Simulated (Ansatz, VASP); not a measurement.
**BN: VASP beside Ansatz**

Wanted: the spread between two codes on one cell, functional and k mesh. The cell is taken from a series of runs on this material, whose earlier steps may have relaxed, scaled, displaced or heated it; both programs get it as it stands.

Main program and level: Ansatz 0.2.0; plane waves, with VASP 6.6.1 beside it; zone-centre phonons at LDA.

## 1. The structure

The structure is cubic, space group F-43m (No. 216). The conventional cell has a = 3.580 Å, b = 3.580 Å, c = 3.580 Å, α = 90.00°, β = 90.00°, γ = 90.00°. Nearest to B lie 4 N at 1.55 Å. N has 4 B at 1.55 Å nearest. Farther neighbours and most contacts between anions are not listed.

## 2. Ansatz: zone-centre phonons, LDA

Ansatz runs on its PAW soft_1 files.

Second derivatives magnify differences that forces hide, and they need a tight electronic threshold.

The input, input.yaml:

```yaml
crystal:
  lattice:
    - [0.0, 1.7899253114, 1.7899253114]
    - [1.7899253114, 0.0, 1.7899253114]
    - [1.7899253114, 1.7899253114, 0.0]
  atoms:
    - { symbol: B, position: [0.0, 0.0, 0.0] }
    - { symbol: "N", position: [0.75, 0.75, 0.75] }
kpoints:
  mp_grid: { grid: [12, 12, 12] }
hamiltonian:
  xc: lda
  pseudopotentials: { kind: paw, azcp: { folder: soft_1 }, xc_functional: pbe }
scf:
  occupations: { method: fixed }
  lower_state_search: "off"
output:
  eigenvalues: true
phonons:
  method: dfpt
  dielectric: true
  rigid_motions: translations
  qmesh: [4, 4, 4]
  temperatures: { t_max: 1000, t_step: 50 }
  qpath:
    path:
      - [[0.0, 0.0, 0.0], [-0.5, -0.5, 0.0], [-0.375, -0.375, 0.25]]
      - [[-0.375, 0.0, 0.375], [0.0, 0.0, 0.0], [0.0, 0.0, 0.5], [-0.5, -0.25, 0.25], [-0.5, -0.5, 0.0]]
    npoints: 10
```

The run is started by

```bash
$ ansatz run input.yaml --threads 8 --pin off --max-ram 16384MiB --backend cpu --events-out ev --progress --plain --runs-dir out
```

Numbers of over 12 decimals in the logs are rounded to 6 here.

Output:

```text
Warning: phonons: the dynamical matrix that this run interpolates holds no multipole term above the dipole-dipole one, and a site of this crystal is no centre of inversion, so its interpolated transverse optical and acoustic branches and sound speeds can stay off near Gamma, and the density of states and the thermodynamics with them. What a run solves at a wave vector of phonons.qpoints, Gamma apart, where the deck admits one, is free of this, and under fd what a larger phonons.supercell samples
Engine: ansatz 0.2.0, aarch64-unknown-linux-gnu
Pseudopotentials: kind: paw
Pseudopotential: B, paw, valence charge 3, recommended cutoff 420 eV (normal), soft_1/B.paw.azcp
Pseudopotential: N, paw, valence charge 5, recommended cutoff 420 eV (normal), soft_1/N.paw.azcp
Functional definition: SPW92
  exchange = slater_x
  correlation = pw_c
Crystal: 2 atoms, lattice volume = 11.469 Å³
Basis set: ecut = 420 eV, 229 PW (Γ), exchange–correlation on 36×36×36 points (8 copies of the dense FFT grid, shifted against one another)
Bands: 8, of which v1, the nominal top of the filled ones, is band 4 counted from 1 (3 counted from 0)
Symmetry: 24 space group operations
k-points: 280 of 1728 (irreducible under 4 space group operations, time reversal used)
Non-local potential: B, projectors of the file, l = 0: 2, l = 1: 2, l = 2: 1
Non-local potential: N, projectors of the file, l = 0: 2, l = 1: 2, l = 2: 1
PAW form: soft (Blöchl's): semilocal exchange-correlation on the pseudo side does not see the compensation charge
PAW frozen core: B, regenerated for the run's functional, and the local potential with it (the file was generated under x = pbe(κ = 0.804, μ = 0.219515), c = pbe(β = 0.066725))
PAW frozen core: N, regenerated for the run's functional, and the local potential with it (the file was generated under x = pbe(κ = 0.804, μ = 0.219515), c = pbe(β = 0.066725))
PAW one-centre angular grid: B, 110 points (default); XC on 64 Gauss nodes
PAW one-centre angular grid: N, 110 points (default); XC on 64 Gauss nodes
Initial density: superposition of atomic densities (chi_scale 0.1, normalization cell, long waves kept (reshape's long-wave potential 0.00 eV rms))
Initial wavefunctions: pseudopotential atomic-orbital guess
Functional: x = slater, c = lda
SCF iter   1: F=—  HF=-527.250169 eV  |F-HF|=—  |Δ(HF+E_count)|=         —  Δρ=1.50e-1  dr2=2.05e0  ethr=3.10e-3  ⟨swp⟩=3.9  Hψ=12719  notcnv=0  defer=439
preconditioner: auto → none  [insulator: Δε(μ)=5.874 eV  Ē_g=20.657 eV  n_scr=0 (ndim 8)  ℏωp=31.0 eV  f_vac=0.000  ε∞_Penn≈3.3]
SCF iter   2: F=—  HF=-526.555285 eV  |F-HF|=—  |Δ(HF+E_count)|=   6.95e-1  Δρ=6.47e-2  dr2=2.67e-1  ethr=3.10e-3  ⟨swp⟩=2.0  Hψ=6563  notcnv=0  defer=79
SCF iter   3: F=—  HF=-526.480924 eV  |F-HF|=—  |Δ(HF+E_count)|=   7.44e-2  Δρ=2.18e-2  dr2=3.34e-2  ethr=3.10e-3  ⟨swp⟩=3.0  Hψ=3947  notcnv=0  defer=455
SCF iter   4: F=—  HF=-526.471183 eV  |F-HF|=—  |Δ(HF+E_count)|=   9.74e-3  Δρ=2.91e-3  dr2=3.27e-4  ethr=4.18e-4  ⟨swp⟩=3.0  Hψ=3940  notcnv=0  defer=539
SCF iter   5: F=—  HF=-526.471164 eV  |F-HF|=—  |Δ(HF+E_count)|=   1.89e-5  Δρ=1.70e-4  dr2=1.48e-6  ethr=4.09e-6  ⟨swp⟩=3.0  Hψ=3589  notcnv=0  defer=543
SCF iter   6: F=—  HF=-526.471164 eV  |F-HF|=—  |Δ(HF+E_count)|=   2.51e-7  Δρ=1.47e-5  dr2=5.37e-9  ethr=1.85e-8  ⟨swp⟩=2.5  Hψ=3359  notcnv=0  defer=33
SCF iter   7: F=-526.471164 eV  HF=-526.471164 eV  |F-HF|=1.09e-11  |Δ(HF+E_count)|=  3.68e-11  Δρ=6.74e-7  dr2=2.85e-11  ethr=1.25e-12  ⟨swp⟩=5.5  Hψ=13508  notcnv=0
SCF 1 converged in 7 iterations: F = -526.471164 eV  dr2 = 2.85e-11
  greatest PAW one-centre occupation: 0.784 electrons in one spin orbital (limit 2), on the N atom at site 1 (counted from 0), in its partial waves of l = 0
NSCF: frozen V_eff on 1 k-points
DFPT response loops at Γ: preconditioner auto → none (the input reference at scf.mixing.eps_inf says where Resta's filter doesn't serve); β = 0.50; Broyden in place of MSR1
NSCF: frozen V_eff on 72 k-points
NSCF: frozen V_eff on 1872 k-points
DFPT response loops at q = (0, 0, 0.25) (fractional): mixed as the last ones told, above
NSCF: frozen V_eff on 952 k-points
DFPT response loops at q = (0, 0, -0.5) (fractional): mixed as the last ones told, above
NSCF: frozen V_eff on 1020 k-points
DFPT response loops at q = (0, 0.25, 0.25) (fractional): mixed as the last ones told, above
NSCF: frozen V_eff on 3456 k-points
DFPT response loops at q = (0, 0.25, -0.5) (fractional): mixed as the last ones told, above
NSCF: frozen V_eff on 1872 k-points
DFPT response loops at q = (0, 0.25, -0.25) (fractional): mixed as the last ones told, above
NSCF: frozen V_eff on 560 k-points
DFPT response loops at q = (0, -0.5, -0.5) (fractional): mixed as the last ones told, above
NSCF: frozen V_eff on 1020 k-points
DFPT response loops at q = (0.25, -0.5, -0.25) (fractional): mixed as the last ones told, above
SCF converged after 7 iterations
Free energy (F): -526.471164 eV
Harris-Foulkes:  -526.471164 eV  (|F-HF|=1.09e-11)
Internal energy: -526.471164 eV  (E = F + TS)
E sigma→0 (E₀):  -526.471164 eV
Fermi energy:    11.389176 eV
--- Per-component energies (eV) ---
  E_band       = 27.330728
  E_kinetic    = 184.956015
  E_local      = -157.044862  (includes V_loc(G=0)·N_el)
  E_nonlocal   = 44.153017
  E_hartree    = 47.766244
  E_xc         = -92.794068
  E_vxc        = -115.206601  (∫ρ·V_xc dr)
  E_paw        = -191.730798  (= ΣΔE_a)
  E_vpaw       = -25.060193  (= ΣTr[D̂ρ^β])
  E_aug_tail   = 0.000921  (compensation charges beyond the density's cutoff)
  E_ewald      = -361.903511
  E_core_change = 0.125878  (= ΣΔE_core)
  E_smearing   = -0.000000  (= −TS)
  E_closure    = 0.000000  (closes the sum)
  Σ components = -526.471164   (vs F -526.471164, Δ=0.00e0)
--- Band table (eV; the first three rows and the last of 280) ---
  k-point 0: bands = ["-9.0232", "11.3892", "11.3892", "11.3892", "20.2172", "20.2172", "20.2172", "22.2778"]
  k-point 1: bands = ["-8.8494", "10.4654", "11.1999", "11.1999", "20.4836", "20.5001", "20.5001", "22.7941"]
  k-point 2: bands = ["-8.3338", "8.3338", "10.7438", "10.7438", "20.9133", "21.1542", "21.1542", "24.0231"]
  k-point 279: bands = ["-2.8268", "3.7572", "4.1424", "4.6199", "20.9554", "24.9583", "25.8186", "26.5045"]
--- Phonons (Γ-DFPT): 2 representative perturbations + reference, on 280 of 1728 k-points (Σ response iterations 6) ---
  k mesh reduced under 4 symmetry operations, with k and −k counted as one. Each operation leaves every solved perturbation unchanged. A smaller set is not considered because the run solves the response to a homogeneous field
  ASR residual: 7.337e-5 → 0.000e0 eV/Å²; symmetrization residual: 4.626e-7 eV/Å²
  ASR residual per site (eV/Å²): 7.34e-5 5.64e-5
  Γ frequencies (cm⁻¹): 0.00 0.00 0.00 1066.73 1066.73 1066.73
  ε∞ (high-frequency dielectric tensor):
        4.566096     0.000000    -0.000000
       -0.000000     4.566096     0.000000
        0.000000     0.000000     4.566096
  ε⁰ (static dielectric tensor: ions relaxed, cell fixed):
        6.743989    -0.000000     0.000000
       -0.000000     6.743989    -0.000000
        0.000000    -0.000000     6.743989
  ε⁰ − ε∞ (ionic part):
        2.177893    -0.000000     0.000000
       -0.000000     2.177893    -0.000000
        0.000000    -0.000000     2.177893
  softest optical mode at Γ: 1066.73 cm⁻¹; the repairs (sum rule, projections) moved no ω² at Γ by more than (1.38 cm⁻¹)²
  Born effective charges Z* (e; rows j = field, columns β = displacement):
    site 0:
         1.87732   -0.00000    0.00000
         0.00000    1.87732   -0.00000
         0.00000   -0.00000    1.87732
    site 1:
        -1.87732    0.00000   -0.00000
        -0.00000   -1.87732    0.00000
        -0.00000    0.00000   -1.87732
  Z* charge neutrality: 5.643e-7 e pre-enforcement
  k-mesh period / interband length: 30.4 Å / 1.29 Å = 23.53 at k = (0.0000, -0.5000, -0.5000), direct gap 9.462 eV — 14 or more, which is no proof of convergence
  optical modes at Γ without the LO–TO term, one row a degenerate level:
      ω (cm⁻¹)  modes    IR ((D/Å)²/amu)
       1066.73      3            39.9797
  optical modes at Γ + LO–TO along q̂ = [1.0000, 0.0000, 0.0000]:
      ω (cm⁻¹)  modes    IR ((D/Å)²/amu)
       1066.73      2            26.6531
       1296.40      1            13.3266
  optical modes at Γ + LO–TO along q̂ = [0.0000, 1.0000, 0.0000]:
      ω (cm⁻¹)  modes    IR ((D/Å)²/amu)
       1066.73      2            26.6531
       1296.40      1            13.3266
  optical modes at Γ + LO–TO along q̂ = [0.0000, 0.0000, 1.0000]:
      ω (cm⁻¹)  modes    IR ((D/Å)²/amu)
       1066.73      2            26.6531
       1296.40      1            13.3266
--- Phonons (arbitrary-q DFPT): 8 irreducible q on the 4×4×4 mesh ---
  q = [0.0000, 0.0000, 0.0000] (star 1, of the zone-centre solve; hermiticity 3.62e-8, symmetrization 3.73e-15): -0.00 -0.00 0.00 1066.73 1066.73 1066.73
  q = [0.0000, 0.0000, 0.2500] (star 8, 2 solved perturbations on 936 of 1728 k-point pairs; hermiticity 8.54e-9, symmetrization 9.01e-15): 354.68 354.68 638.21 1035.75 1035.75 1259.67
  q = [0.0000, 0.0000, -0.5000] (star 4, 2 solved perturbations on 476 of 1728 k-point pairs; hermiticity 2.79e-9, symmetrization 6.96e-15): 487.74 487.74 986.19 1008.94 1008.94 1148.13
  q = [0.0000, 0.2500, 0.2500] (star 6, 4 solved perturbations in 1608 linear systems a pass and spin channel, the states on 510 of 1728 k-point pairs; hermiticity 7.35e-9, symmetrization 8.06e-15): 478.35 478.35 656.84 1015.77 1015.77 1271.77
  q = [0.0000, 0.2500, -0.5000] (star 24, 4 solved perturbations in 5328 linear systems a pass and spin channel, the states on 1728 of 1728 k-point pairs; hermiticity 4.65e-9, symmetrization 2.30e-15): 608.40 727.81 893.76 970.45 1010.38 1139.40
  q = [0.0000, 0.2500, -0.2500] (star 12, 4 solved perturbations in 2892 linear systems a pass and spin channel, the states on 936 of 1728 k-point pairs; hermiticity 3.08e-9, symmetrization 3.03e-15): 533.66 699.38 795.09 985.67 1045.13 1155.58
  q = [0.0000, -0.5000, -0.5000] (star 3, 4 solved perturbations in 886 linear systems a pass and spin channel, the states on 280 of 1728 k-point pairs; hermiticity 7.94e-9, symmetrization 3.68e-15): 704.68 704.68 930.11 930.11 1024.63 1165.98
  q = [0.2500, -0.5000, -0.2500] (star 6, 4 solved perturbations in 1544 linear systems a pass and spin channel, the states on 510 of 1728 k-point pairs; hermiticity 4.03e-9, symmetrization 8.43e-15): 792.70 815.51 886.97 989.49 993.75 1023.49
  sum rule: each row above includes the acoustic sum rule's correction from the zone centre's row sums; it moved no ω² by more than (1.36 cm⁻¹)²
  mesh force constants: q→R imaginary residual 2.02e-18; ASR residual 7.337e-5 → 0.000e0 eV/Å²; symmetrization residual 2.132e-14 eV/Å²
  interpolated dispersion: 63 rows × 6 modes
  density of states and harmonic sums: on the 32×32×32 q-mesh, interpolated from the force constants of a 4×4×4 supercell (with the dipole–dipole term)
  largest difference from the sums on the solved wave vectors: F 5.27e-3 eV, S 9.41e-6 and C_V 3.94e-6 eV/K
  zero-point energy: 0.321308 eV/cell   skipped modes (ω ≤ 0): 3   left out of the sums: 1.53e-5 of the cell's modes: C_V's classical limit lies that fraction below 3 k_B per atom; for a crystal, a wire or a layer, F and S can be off by more, and a phonons.interpolated_qmesh denser along its periods is the remedy for the sampling
```

The column dr2 measures how far the density is from self-consistency, as an energy; F and HF (Harris–Foulkes) agree once it is small.

(Part 1 of 2 ends here.)

[Lines on the potential files, build, host, timing and source positions are cut from VASP's logs without a mark.]

[Logs are printed without paths, hosts, clocks, repeated set-up lines and the standing remarks that a program may print on its own settings, such as how far it seeks lower states.]

[Hosts, paths, dates, database ids (printed as entryN), source tags and the programs' standing remarks are cut or masked in the printed files.]
